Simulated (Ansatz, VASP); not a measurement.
## Re (Rhenium): VASP beside Ansatz

One calculation is typed for both programs; each brings its own data sets. How far apart do they land? The structure shown is the end of the Ansatz relaxation below.

Main program and level: Ansatz 0.2.0; plane waves, with VASP 6.6.1 beside it; single point at PBEsol.

## Step 1: Set-up

It takes space group P6_3/mmc (No. 194, hexagonal). The conventional cell has a = 2.733 Å, b = 2.733 Å, c = 4.575 Å, α = 90.00°, β = 90.00°, γ = 120.00°. Re has 12 Re at 2.73 to 2.78 Å nearest.

## Step 2: Ansatz: relaxation, PBEsol

Ansatz runs on its PAW soft_1 files.

This run makes the geometry at which the two programs are then compared.

Contents of input.yaml:

```yaml
crystal:
  lattice:
    - [2.7382134578, 0.0, 0.0]
    - [-1.3691067289, 2.3713624154, 0.0]
    - [0.0, 0.0, 4.5745965988]
  atoms:
    - { symbol: Re, position: [0.3333333295, 0.6666666705, 0.25] }
    - { symbol: Re, position: [0.6666666705, 0.3333333295, 0.75] }
kpoints:
  mp_grid: { grid: [18, 18, 12] }
hamiltonian:
  xc: pbesol
  pseudopotentials: { kind: paw, azcp: { folder: soft_1 }, xc_functional: pbe }
scf:
  occupations: { method: methfessel_paxton, width: 0.2 }
output:
  forces: true
  stress: true
  eigenvalues: true
relax:
  adjacent_minimum: "off"
  f_tol: 0.001
  max_steps: 60
  cell: { stress_tol: 0.01, fix: [c, angles] }
```

Launch:

```sh
$ ansatz run input.yaml --threads 4 --pin off --max-ram 10240MiB --backend cpu --events-out ev --progress --plain --runs-dir out
```

Numbers of over 12 decimals in the logs are rounded to 6 here.

What it wrote:

```text
Warning: crystal.symmetry: narrowed to the stabiliser of the fixed cell quantities (relax.cell.fix) — unitary ops 24 → 8. The narrowing is safe, since a smaller group never makes results wrong: the run goes on under it, on as many k-points as the starting group would need, or more. Excluded: 16 operations that would move a fixed cell quantity at a test strain (relax.cell.fix fixes c, alpha, beta, gamma). The cell can leave their symmetry as it relaxes.
Engine: ansatz 0.2.0, x86_64-unknown-linux-gnu
Pseudopotentials: kind: paw
Pseudopotential: Re, paw, valence charge 15, recommended cutoff 420 eV (normal), soft_1/Re.paw.azcp
Functional definition: PBEsol
  exchange = pbesol_x
  correlation = pbesol_c
Crystal: 2 atoms, lattice volume = 29.704 Å³
Basis set: ecut = 420 eV, 573 PW (Γ), exchange–correlation on 40×40×64 points (8 copies of the dense FFT grid, shifted against one another)
Bands: 19, of which v1, the nominal top of the filled ones, is band 15 counted from 1 (14 counted from 0)
Symmetry: 8 space group operations
k-points: 637 of 3888
Non-local potential: Re, projectors of the file, l = 0: 3, l = 1: 2, l = 2: 2, l = 3: 1
PAW form: soft (Blöchl's): semilocal exchange-correlation on the pseudo side does not see the compensation charge
PAW frozen core: Re, regenerated for the run's functional, and the local potential with it (the file was generated under x = pbe(κ = 0.804, μ = 0.219515), c = pbe(β = 0.066725))
PAW one-centre angular grid: Re, 590 points (default); XC on 64 Gauss nodes
Initial density: superposition of atomic densities (chi_scale 0.1, normalization cell)
Initial wavefunctions: pseudopotential atomic-orbital guess
Functional: x = pbesol(κ = 0.804, μ = 0.123457), c = pbesol(β = 0.046)
SCF iter   1: F=—  HF=-21477.147730 eV  |F-HF|=—  |Δ(HF+E_count)|=         —  Δρ=6.34e-2  dr2=1.12e0  ethr=3.10e-3  ⟨swp⟩=4.6  Hψ=47958  notcnv=0
preconditioner: auto → none  [metal: Δε(μ)=0.006 eV  Ē_g=6.344 eV  σ=0.200 eV  W_gap=0.02  n_scr=8 (ndim 8)  ℏωp=25.5 eV  f_vac=0.000  D(μ)=1.49/eV (n_scr^D=22)  sad-step TF]
SCF iter   2: F=—  HF=-21476.846425 eV  |F-HF|=—  |Δ(HF+E_count)|=   3.01e-1  S|Δr|=    0.00e0  Δρ=3.69e-2  dr2=3.67e-1  ethr=3.10e-3  ⟨swp⟩=2.0  Hψ=19422  notcnv=0  defer=6
SCF iter   3: F=—  HF=-21476.705822 eV  |F-HF|=—  |Δ(HF+E_count)|=   1.41e-1  S|Δr|=    0.00e0  Δρ=1.77e-3  dr2=3.31e-4  ethr=1.22e-3  ⟨swp⟩=3.0  Hψ=23360  notcnv=0  defer=6
SCF iter   4: F=—  HF=-21476.706181 eV  |F-HF|=—  |Δ(HF+E_count)|=   3.59e-4  S|Δr|=    0.00e0  Δρ=1.85e-4  dr2=9.89e-6  ethr=1.10e-6  ⟨swp⟩=2.1  Hψ=18102  notcnv=0  defer=6
SCF iter   5: F=—  HF=-21476.706177 eV  |F-HF|=—  |Δ(HF+E_count)|=   4.23e-6  S|Δr|=    0.00e0  Δρ=3.13e-5  dr2=2.02e-7  ethr=3.30e-8  ⟨swp⟩=2.0  Hψ=16385  notcnv=0  defer=6
SCF iter   6: F=-21476.706177 eV  HF=-21476.706177 eV  |F-HF|=7.75e-9  |Δ(HF+E_count)|=   4.58e-9  S|Δr|=    0.00e0  Δρ=7.87e-6  dr2=1.41e-8  ethr=3.33e-10  ⟨swp⟩=4.5  Hψ=42228  notcnv=0
SCF 1 converged in 6 iterations: F = -21476.706177 eV  dr2 = 1.41e-8
  greatest PAW one-centre occupation: 0.999 electrons in one spin orbital (limit 2), on the Re atom at site 1 (counted from 0), in its partial waves of l = 0
relax step   1: F+E_penalty+E_count = -21476.70617694 eV  Δ(F+E_penalty+E_count) = +0.000e0 eV  max|allowed force component| = 4.231e-8 eV/Å  Δτ_max = 0.0000 Å  P = -7.215 GPa  Ω = 29.704 Å³  fix = [c, alpha, beta, gamma]  reactions: c -17.904 GPa; gamma +0.000 GPa/rad  (6 SCF iters, dr2 threshold 1.00e-7 eV, accepted)
[...]
relax step   2: F+E_penalty+E_count = -21476.70342742 eV  Δ(F+E_penalty+E_count) = +2.750e-3 eV  max|allowed force component| = 9.273e-8 eV/Å  Δτ_max = 0.0000 Å  P = -2.254 GPa  Ω = 29.323 Å³  energy of the carried Pulay correction = +2.017e-4 eV  fix = [c, alpha, beta, gamma]  (4 SCF iters, dr2 threshold 2.00e-7 eV, rejected (line search))
[...]
relax step   3: F+E_penalty+E_count = -21476.70691809 eV  Δ(F+E_penalty+E_count) = -7.411e-4 eV  max|allowed force component| = 2.909e-8 eV/Å  Δτ_max = 0.0000 Å  P = -5.773 GPa  Ω = 29.590 Å³  energy of the carried Pulay correction = +5.996e-5 eV  fix = [c, alpha, beta, gamma]  reactions: c -17.242 GPa; gamma -0.000 GPa/rad  (7 SCF iters, accepted)
[...]
relax step   4: F+E_penalty+E_count = -21476.70691967 eV  Δ(F+E_penalty+E_count) = -1.579e-6 eV  max|allowed force component| = 6.941e-9 eV/Å  Δτ_max = 0.0000 Å  P = -5.742 GPa  Ω = 29.588 Å³  energy of the carried Pulay correction = +6.125e-5 eV  fix = [c, alpha, beta, gamma]  reactions: c -17.227 GPa; gamma -0.000 GPa/rad  (2 SCF iters, dr2 threshold 3.85e-9 eV, accepted)
[...]
relax step   5: F+E_penalty+E_count = -21476.70685640 eV  Δ(F+E_penalty+E_count) = +6.326e-5 eV  max|allowed force component| = 2.986e-10 eV/Å  Δτ_max = 0.0000 Å  P = -5.742 GPa  Ω = 29.588 Å³  fix = [c, alpha, beta, gamma]  reactions: c -17.227 GPa; gamma +0.000 GPa/rad  stress off target by 3.36e-4 GPa on what of the cell is left free  SCF on the basis re-selected at this cell (its energy is not comparable with the rows above)  (4 SCF iters)
basis re-selected at this cell: Δ(F+E_penalty+E_count) = +6.326e-5 eV, ΔP = +0.000 GPa vs the last step (what re-selecting the basis moved, of the pressure what is left beyond the Pulay correction that the steps carried, after the strain that the cell walked since its last selection, with what the two solves' SCF thresholds leave and, on support functions, any second-order correction that the steps lacked; it is no m [...]
SCF converged after 4 iterations
Stability not checked: this state was not tested for a lower state beside it, because cold or Methfessel-Paxton smearing, or corrected tetrahedra, fill the levels in a way that the test cannot read (fill_not_monotonic; see scf.lower_state_search)
Free energy (F): -21476.706856 eV
Harris-Foulkes:  -21476.706856 eV  (|F-HF|=7.28e-12)
Internal energy: -21476.706996 eV  (E = F + TS)
E sigma→0 (E₀):  -21476.706891 eV
Entropy (-TS):   0.000140 eV (0.070 meV/atom)
Fermi energy:    23.752781 eV
--- Per-component energies (eV) ---
  E_band       = -151.027180
  E_kinetic    = 1045.643719
  E_local      = -1557.412538  (includes V_loc(G=0)·N_el)
  E_nonlocal   = 165.004363
  E_hartree    = 541.499685
  E_xc         = -708.462528
  E_vxc        = -580.000489  (∫ρ·V_xc dr)
  E_paw        = -17151.954228  (= ΣΔE_a)
  E_vpaw       = -307.261700  (= ΣTr[D̂ρ^β])
  E_aug_tail   = 0.000098  (compensation charges beyond the density's cutoff)
  E_ewald      = -3811.492221
  E_core_change = 0.466653  (= ΣΔE_core)
  E_smearing   = 0.000140  (= −TS)
  E_closure    = -0.000000  (closes the sum)
  Σ components = -21476.706856   (vs F -21476.706856, Δ=0.00e0)
--- Forces (eV/Å), atoms counted from 1 ---
  atom   1  Re     0.00000000    -0.00000000     0.00000000
  atom   2  Re    -0.00000000     0.00000000     0.00000000
  max |Σ_I F_I| component: 0.00e0 eV/Å
--- Stress (GPa, compression-positive) ---
        0.000336      -0.000000       0.000000
       -0.000000       0.000336       0.000000
        0.000000       0.000000     -17.226958
  P = ⅓ Tr σ = -5.7421 GPa (-57.421 kbar)
--- Band table (eV; the first three rows and the last of 637) ---
  k-point 0: bands = [... 11 lower, 22.2030, 22.2030, 22.9361, 22.9361, 23.9221, 24.2308, 24.2308, 27.0870]
  k-point 1: bands = [... 11 lower, 22.1754, 22.1754, 22.8944, 22.8944, 23.6973, 24.3263, 24.3263, 27.0873]
  k-point 2: bands = [... 11 lower, 22.1140, 22.1140, 22.7801, 22.7801, 23.1273, 24.5870, 24.5870, 27.0730]
  k-point 636: bands = [... 11 lower, 19.4942, 24.2545, 24.2545, 24.6427, 24.6427, 28.2485, 28.2485, 28.4111]
--- Relaxed structure (4 steps of the walk, 3 accepted, 1 SCFs on fresh bases) ---
  F+E_penalty+E_count = -21476.70685640 eV   max|allowed force component| = 2.986e-10 eV/Å   (the final SCF, on the basis selected at the relaxed cell)
  cell:  # Å, volume = 29.5879 Å³
    - [2.732848, 0, 0.0]
    - [-1.366424, 2.366716, 0.0]
    - [0.0, 0.0, 4.5745965988]
  atoms:
    - { symbol: Re, position: [0.333333, 0.666667, 0.25] }
    - { symbol: Re, position: [0.666667, 0.333333, 0.750000] }
```

## Step 3: VASP: single point, PBEsol, pair 1

The same cell, functional, mesh and smearing now go to VASP, with its own data sets.

Lines of VASP's logs that name or quote its potential files are left out, and so is its time.

Contents of INCAR:

```
SYSTEM = Re
PREC = Accurate
ENCUT = 600
EDIFF = 1E-06
NELM = 120
ISMEAR = 1
SIGMA = 0.2
LREAL = .FALSE.
ALGO = Normal
GGA = PS
NBANDS = 13
LASPH = .TRUE.
LORBIT = 11
LWAVE = .FALSE.
LCHARG = .FALSE.
ISIF = 2
GGA_COMPAT = .FALSE.
KPAR = 2
```

Contents of POSCAR:

```
Re
1.0
    2.7328479457      0.0000000000      0.0000000000
   -1.3664239728      2.3667157456      0.0000000000
    0.0000000000      0.0000000000      4.5745965988
Re
2
Direct
    0.3333333332      0.6666666668      0.2500000000
    0.6666666668      0.3333333332      0.7500000000
```

Contents of KPOINTS:

```
Automatic mesh
0
Gamma
18 18 12
0 0 0
```

The projector-augmented-wave data sets are Re (PBE family, release 64).

Launch:

```sh
$ mpirun -np 2 vasp_std
```

What it wrote:

```text
[banner, memory and clock lines left out]
running    2 mpi-ranks, on    1 nodes
 distrk:  each k-point on    1 cores,    2 groups
 distr:  one band on    1 cores,    1 groups

 POSCAR found type information on POSCAR Re
 POSCAR found :  1 types and       2 ions
|                                                                             |
|               ----> ADVICE to this user running VASP <----                  |
|                                                                             |
|     You enforced a specific xc type in the INCAR file but a different       |
|     [... a line on the potential file left out ...]
|     I HOPE YOU KNOW WHAT YOU ARE DOING!                                     |
|                                                                             |

 LDA part: xc-table for (Slater+PW92), standard interpolation
 POSCAR, INCAR and KPOINTS ok, starting setup
 FFT: planning ... GRIDC
 FFT: planning ... GRID_SOFT
 FFT: planning ... GRID
 WAVECAR not read
 entering main loop
       N       E                     dE             d eps       ncg     rms          rms(c)
DAV:   1     0.307893379475E+02    0.30789E+02   -0.73285E+03 12712   0.145E+03
DAV:   2    -0.253314991073E+02   -0.56121E+02   -0.47553E+02 11179   0.331E+02
DAV:   3    -0.281929953056E+02   -0.28615E+01   -0.25468E+01 11834   0.945E+01
DAV:   4    -0.282399052721E+02   -0.46910E-01   -0.46322E-01 10664   0.680E+00
DAV:   5    -0.282405880855E+02   -0.68281E-03   -0.68247E-03 11353   0.116E+00    0.440E+01
DAV:   6    -0.270792225297E+02    0.11614E+01   -0.10215E+00 11696   0.287E+01    0.177E+01
DAV:   7    -0.267047829198E+02    0.37444E+00   -0.67188E-01 11978   0.226E+01    0.599E-01
DAV:   8    -0.266922297091E+02    0.12553E-01   -0.84814E-03 11398   0.878E-01    0.164E-01
DAV:   9    -0.266911308540E+02    0.10989E-02   -0.60053E-04 12426   0.269E-01    0.413E-02
DAV:  10    -0.266911363350E+02   -0.54810E-05   -0.54059E-05 11002   0.888E-02    0.157E-02
DAV:  11    -0.266911371340E+02   -0.79898E-06   -0.20061E-07  6511   0.179E-02
   1 F= -.26691137E+02 E0= -.26691166E+02  d E =0.880510E-04
```

From OUTCAR (step 3):

```text
ion  position               nearest neighbor table
   1  0.333  0.667  0.250-   2 2.78   2 2.78   2 2.78   2 2.78   2 2.78   2 2.78
   2  0.667  0.333  0.750-   1 2.78   1 2.78   1 2.78   1 2.78   1 2.78   1 2.78

  LATTYP: Found a hexagonal cell.
 ALAT       =     2.7328479457
 C/A-ratio  =     1.6739301599

 Subroutine GETGRP returns: Found 24 space group operations
 (whereof 12 operations were pure point group operations)

The static configuration has the point symmetry D_3d.
 The point group associated with its full space group is D_6h.

 Found    259 irreducible k-points:

   k-points           NKPTS =    259   k-points in BZ     NKDIM =    259   number of bands    NBANDS=     13

   dimension x,y,z NGX =    24 NGY =   24 NGZ =   40
   dimension x,y,z NGXF=    48 NGYF=   48 NGZF=   80

   ENCUT  =  600.0 eV  44.10 Ry    6.64 a.u.   5.46  5.46  9.14*2*pi/ulx,y,z

   NELECT =      14.0000    total number of electrons

 k-points in reciprocal lattice and weights: Automatic mesh
   0.00000000  0.00000000  0.00000000       0.000
   0.05555556  0.00000000  0.00000000       0.002
   0.11111111  0.00000000  0.00000000       0.002
   0.16666667  0.00000000  0.00000000       0.002
   0.22222222  0.00000000  0.00000000       0.002
   0.27777778  0.00000000  0.00000000       0.002
   0.33333333  0.00000000  0.00000000       0.002
   0.38888889  0.00000000  0.00000000       0.002
   0.44444444  0.00000000  0.00000000       0.002
[...]
0.33333333  0.27777778  0.50000000       0.003
   0.33333333  0.33333333  0.50000000       0.001

 average (electrostatic) potential at core
       1 -39.0482       2 -39.0482

 E-fermi :   7.6984

 k-point     1 :       0.0000    0.0000    0.0000
  band No.  band energies     occupation
    ...
      3       5.6548      2.00000
      4       6.1451      2.00000
      5       6.1451      2.00000
      6       6.8766      2.00000
      7       6.8766      2.00000
      8       7.8634      0.00767
      9       8.1684     -0.00441
     10       8.1684     -0.00441
     11      11.0183     -0.00000
     12      11.0183     -0.00000
    ...

 k-point     2 :       0.0556    0.0000    0.0000
  band No.  band energies     occupation
    ...
      4       6.2066      2.00000
      5       6.2653      2.00000
      6       6.7773      2.00000
      7       6.9915      2.00001
      8       7.4382      2.06930
      9       8.0500     -0.03220
     10       8.0675     -0.02547
     11      11.0781     -0.00000
     12      11.5430     -0.00000
     13      17.1321      0.00000

 k-point     3 :       0.1111    0.0000    0.0000
  band No.  band energies     occupation
    ...
      4       6.3340      2.00000
      5       6.5299      2.00000
      6       6.6043      2.00000
      7       6.6218      2.00000
      8       7.3313      2.02621
      9       7.8034      0.23292
     10       7.8081      0.20898
     11      11.2234     -0.00000
     12      12.6545      0.00000
     13      17.0636      0.00000

  Total       -0.0147336     -0.0147336     -3.1871549     -0.0000000     -0.0000000      0.0000000
  in kB       -0.7978192     -0.7978192   -172.5835431     -0.0000000     -0.0000000      0.0000000
  external PRESSURE =     -58.0597272 kB  Pullay stress =       0.0000000 kB

  energy-cutoff  :      600.00
  volume of cell :       29.59
      direct lattice vectors                 reciprocal lattice vectors
     2.732847946  0.000000000  0.000000000     0.365918639  0.211263225  0.000000000
    -1.366423973  2.366715746  0.000000000     0.000000000  0.422526449  0.000000000
     0.000000000  0.000000000  4.574596599     0.000000000  0.000000000  0.218598510

 POSITION                                       TOTAL-FORCE (eV/Angst)
 -----------------------------------------------------------------------------------
     -0.00000      1.57781      1.14365        -0.000000      0.000000      0.000000
      1.36642      0.78891      3.43095         0.000000     -0.000000      0.000000
 -----------------------------------------------------------------------------------
    total drift:                               -0.000000      0.000000     -0.000000

  FREE ENERGIE OF THE ION-ELECTRON SYSTEM (eV)
  ---------------------------------------------------
  free  energy   TOTEN  =       -26.6911371340 eV

  energy  without entropy=      -26.6912251850  energy(sigma->0) =      -26.69116648

 total charge
# of ion       s       p       d       tot
------------------------------------------
    1        0.622   0.672   4.846   6.141
    2        0.622   0.672   4.846   6.141
--------------------------------------------------
tot          1.245   1.345   9.693  12.283

[... 3 further parts left out ...]
```

The data set Re keeps the semicore shell frozen, which is cheaper and a little less accurate.

[end of part 1 of 2]

[Lines on the potential files, build, host, timing and source positions are cut from VASP's logs without a mark.]

[Logs are printed without paths, hosts, clocks, repeated set-up lines and the standing remarks that a program may print on its own settings, such as how far it seeks lower states.]

[Hosts, paths, dates, database ids (printed as entryN), source tags and the programs' standing remarks are cut or masked in the printed files.]
